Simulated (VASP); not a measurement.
Output of a VASP run:

File OUTCAR:
```
 ion  position               nearest neighbor table
   1  0.000  0.000  0.000-   3 2.29   3 2.29   3 2.29   2 2.29   3 2.29   2 2.29   2 2.29   2 2.29
  LATTYP: Found a face centered cubic cell.
 ALAT       =     5.2808033840
 Subroutine PRICEL returns:
 Original cell was already a primitive cell.
 Subroutine GETGRP returns: Found 48 space group operations
The static configuration has the point symmetry O_h .
The dynamic configuration has the point symmetry O_h .
 Subroutine INISYM returns: Found 48 space group operations
 Subroutine IBZKPT returns following result:
 Found     35 irreducible k-points:

 Following reciprocal coordinates:
            Coordinates               Weight
  0.000000  0.000000  0.000000      1.000000
  0.111111  0.000000  0.000000      8.000000
  0.222222  0.000000  0.000000      8.000000
  0.333333  0.000000  0.000000      8.000000
  0.444444  0.000000  0.000000      8.000000
  0.111111  0.111111  0.000000      6.000000
  0.222222  0.111111  0.000000     24.000000
  0.333333  0.111111  0.000000     24.000000
  0.444444  0.111111  0.000000     24.000000
 -0.444444  0.111111  0.000000     24.000000
 -0.333333  0.111111  0.000000     24.000000
 -0.222222  0.111111  0.000000     24.000000
 -0.111111  0.111111  0.000000     12.000000
  0.222222  0.222222  0.000000      6.000000
  0.333333  0.222222  0.000000     24.000000
  0.444444  0.222222  0.000000     24.000000
 -0.444444  0.222222  0.000000     24.000000
 -0.333333  0.222222  0.000000     24.000000
 -0.222222  0.222222  0.000000     12.000000
  0.333333  0.333333  0.000000      6.000000
  0.444444  0.333333  0.000000     24.000000
 -0.444444  0.333333  0.000000     24.000000
 -0.333333  0.333333  0.000000     12.000000
  0.444444  0.444444  0.000000      6.000000
 -0.444444  0.444444  0.000000     12.000000
  0.333333  0.222222  0.111111     24.000000
  0.444444  0.222222  0.111111     48.000000
 -0.444444  0.222222  0.111111     48.000000
  0.444444  0.333333  0.111111     24.000000
 -0.444444  0.333333  0.111111     48.000000
 -0.333333  0.333333  0.111111     48.000000
 -0.222222  0.333333  0.111111     24.000000
 -0.444444  0.444444  0.111111     24.000000
 -0.333333  0.444444  0.111111     24.000000
 -0.333333  0.444444  0.222222     24.000000
   k-points           NKPTS =     35   k-points in BZ     NKDIM =     35   number of bands    NBANDS=     12
   number of dos      NEDOS =    301   number of ions     NIONS =      3
   total plane-waves  NPLWV =  13824
   dimension x,y,z NGX =    24 NGY =   24 NGZ =   24
   dimension x,y,z NGXF=    48 NGYF=   48 NGZF=   48
   ions per type =               1   2
   PREC   = accura    normal or accurate (medium, high low for compatibility)
   ISTART =      0    job   : 0-new  1-cont  2-samecut
   ICHARG =      2    charge: 1-file 2-atom 10-const
   ISPIN  =      1    spin polarized calculation?
   LNONCOLLINEAR =      F non collinear calculations
   LSORBIT =      F    spin-orbit coupling
   INIWAV =      1    electr: 0-lowe 1-rand  2-diag
   ENCUT  =  400.0 eV  29.40 Ry    5.42 a.u.   6.09  6.09  6.09*2*pi/ulx,y,z
   NELM   =    100;   NELMIN=  2; NELMDL= -5     # of ELM steps
   EDIFF  = 0.1E-05   stopping-criterion for ELM
   LREAL  =      F    real-space projection
   NLSPLINE    = F    spline interpolate recip. space projectors
   LMAXMIX     =    4 max onsite mixed and CHGCAR
   VOSKOWN=      0    Vosko Wilk Nusair interpolation
   EDIFFG = -.2E-01   stopping-criterion for IOM
   NSW    =     60    number of steps for IOM
   NBLOCK =      1;   KBLOCK =     60    inner block; outer block
   IBRION =      2    ionic relax: 0-MD 1-quasi-New 2-CG
   NFREE  =      1    steps in history (QN), initial steepest desc. (CG)
   ISIF   =      3    stress and relaxation
   ISYM   =      2    0-nonsym 1-usesym 2-fastsym
   TEIN   =    0.0    initial temperature
   TEBEG  =    0.0;   TEEND  =   0.0 temperature during run
   SMASS  =  -3.00    Nose mass-parameter (am)
...
```

**OSZICAR**
```
       N       E                     dE             d eps       ncg     rms          rms(c)
DAV:   1     0.581065454347E+02    0.58107E+02   -0.58054E+03   840   0.110E+03
DAV:   2    -0.197878398614E+02   -0.77894E+02   -0.72061E+02   852   0.232E+02
DAV:   3    -0.232531785322E+02   -0.34653E+01   -0.33941E+01  1104   0.576E+01
DAV:   4    -0.233371212877E+02   -0.83943E-01   -0.83828E-01   980   0.898E+00
DAV:   5    -0.233400725741E+02   -0.29513E-02   -0.29509E-02  1144   0.168E+00    0.147E+01
DAV:   6    -0.260179517883E+02   -0.26779E+01   -0.34428E+01  1044   0.130E+02    0.160E+01
DAV:   7    -0.219770613440E+02    0.40409E+01   -0.15017E+01  1100   0.103E+02    0.392E+00
DAV:   8    -0.219585224480E+02    0.18539E-01   -0.86795E-01   952   0.727E+00    0.182E+00
DAV:   9    -0.219235875592E+02    0.34935E-01   -0.11180E-01  1096   0.727E+00    0.433E-01
DAV:  10    -0.219231100205E+02    0.47754E-03   -0.68005E-03  1076   0.102E+00    0.965E-02
DAV:  11    -0.219230170324E+02    0.92988E-04   -0.57306E-04  1244   0.468E-01    0.436E-02
DAV:  12    -0.219230141092E+02    0.29231E-05   -0.33284E-05  1264   0.868E-02    0.159E-02
DAV:  13    -0.219230139790E+02    0.13020E-06   -0.13099E-06   696   0.123E-02
   1 F= -.21923014E+02 E0= -.21922741E+02  d E =-.219230E+02
       N       E                     dE             d eps       ncg     rms          rms(c)
DAV:   1    -0.219334193499E+02   -0.10405E-01   -0.12478E-01   964   0.740E+00    0.966E-01
DAV:   2    -0.219611846792E+02   -0.27765E-01   -0.31050E-01  1108   0.127E+01    0.158E+00
DAV:   3    -0.219230619283E+02    0.38123E-01   -0.15514E-01  1096   0.922E+00    0.169E-01
DAV:   4    -0.219228728076E+02    0.18912E-03   -0.29895E-03   888   0.449E-01    0.696E-02
DAV:   5    -0.219228204660E+02    0.52342E-04   -0.17813E-04  1188   0.277E-01    0.225E-02
DAV:   6    -0.219228184850E+02    0.19810E-05   -0.17679E-05  1288   0.457E-02    0.620E-03
DAV:   7    -0.219228183261E+02    0.15889E-06   -0.72873E-07   512   0.150E-02
   2 F= -.21922818E+02 E0= -.21922529E+02  d E =0.195653E-03
       N       E                     dE             d eps       ncg     rms          rms(c)
DAV:   1    -0.219266753647E+02   -0.38569E-02   -0.40698E-02   956   0.423E+00    0.546E-01
DAV:   2    -0.219357125071E+02   -0.90371E-02   -0.10059E-01  1124   0.724E+00    0.915E-01
DAV:   3    -0.219233366697E+02    0.12376E-01   -0.50461E-02  1108   0.514E+00    0.106E-01
DAV:   4    -0.219232451123E+02    0.91557E-04   -0.82881E-04   864   0.295E-01    0.304E-02
DAV:   5    -0.219232364202E+02    0.86921E-05   -0.39420E-05  1284   0.112E-01    0.110E-02
DAV:   6    -0.219232355064E+02    0.91384E-06   -0.21003E-06   636   0.231E-02
   3 F= -.21923236E+02 E0= -.21922955E+02  d E =-.221527E-03
```

OUTCAR:
```
------------------------ aborting loop because EDIFF is reached ----------------------------------------
  FORCE on cell =-STRESS in cart. coord.  units (eV):
  Direction    XX          YY          ZZ          XY          YZ          ZX
  --------------------------------------------------------------------------------------
  Total        0.0004554      0.0004554      0.0004554     -0.0000000      0.0000000     -0.0000000
  in kB        0.0198791      0.0198791      0.0198791     -0.0000000      0.0000000     -0.0000000
  external PRESSURE =       0.0198791 kB  Pullay stress =       0.0000000 kB
  volume of cell :       36.70
      direct lattice vectors                 reciprocal lattice vectors
    -0.000000000  2.637658802  2.637658802    -0.189562046  0.189562046  0.189562046
     2.637658802 -0.000000000  2.637658802     0.189562046 -0.189562046  0.189562046
     2.637658802  2.637658802 -0.000000000     0.189562046  0.189562046 -0.189562046
 POSITION                                       TOTAL-FORCE (eV/Angst)
 -----------------------------------------------------------------------------------
      0.00000      0.00000      0.00000         0.000000      0.000000      0.000000
      1.31883      1.31883      1.31883        -0.000000     -0.000000     -0.000000
      3.95649      3.95649      3.95649         0.000000      0.000000      0.000000
 -----------------------------------------------------------------------------------
    total drift:                               -0.000000      0.000000      0.000000
  FREE ENERGIE OF THE ION-ELECTRON SYSTEM (eV)
  ---------------------------------------------------
  free  energy   TOTEN  =       -21.9232355064 eV

  energy  without entropy=      -21.9223948830  energy(sigma->0) =      -21.92295530

 reached required accuracy - stopping structural energy minimisation
```
(Selected blocks of OUTCAR.)

### POSCAR
```
CoSi2
1
    0.0000000000     2.6404016920     2.6404016920
    2.6404016920     0.0000000000     2.6404016920
    2.6404016920     2.6404016920    -0.0000000000
Co Si
1 2
Direct
  0.0000000000   0.0000000000   0.0000000000
  0.2500000000   0.2500000000   0.2500000000
  0.7500000000   0.7500000000   0.7500000000
```

Q: Reconstruct the remaining input files.

A: One answer among several that fit: the input of the run itself, LDA (Ceperley-Alder, Perdew-Zunger), plane waves, VASP's LDA PAW potentials (set 64).

INCAR:
```
! general
SYSTEM  = CoSi2
PREC    = Accurate
ENCUT   = 400   ! plane-wave cut-off (eV)
LREAL   = F   ! projection in real space or not
LASPH   = T   ! aspherical one-centre terms

! electronic loop
EDIFF   = 1E-6
NELM    = 100   ! most electronic steps
ALGO    = Normal   ! blocked Davidson
LMAXMIX = 4   ! l cut-off of mixed one-centre charges

! smearing
ISMEAR  = 1
SIGMA   = 0.1   ! width (eV)

! ions
IBRION  = 2
NSW     = 60
ISIF    = 3   ! ions, shape and volume
EDIFFG  = -0.02   ! ionic stop

! output
LWAVE   = F
LCHARG  = F
```

KPOINTS:
```
Automatic mesh
0
Gamma
9 9 9
0 0 0
```

POTCAR, in this order: Co Si (LDA.64 set). Program: vasp_std.

The compound is CoSi2 in the fluorite structure. This run relaxes it. Symmetry was kept, so distortions that lower it aren't found. The start is the result of an earlier pass. The run is not spin-polarised, so no magnetic state was tried. The electron count is odd and the run is not spin-polarised, which forces a metal.
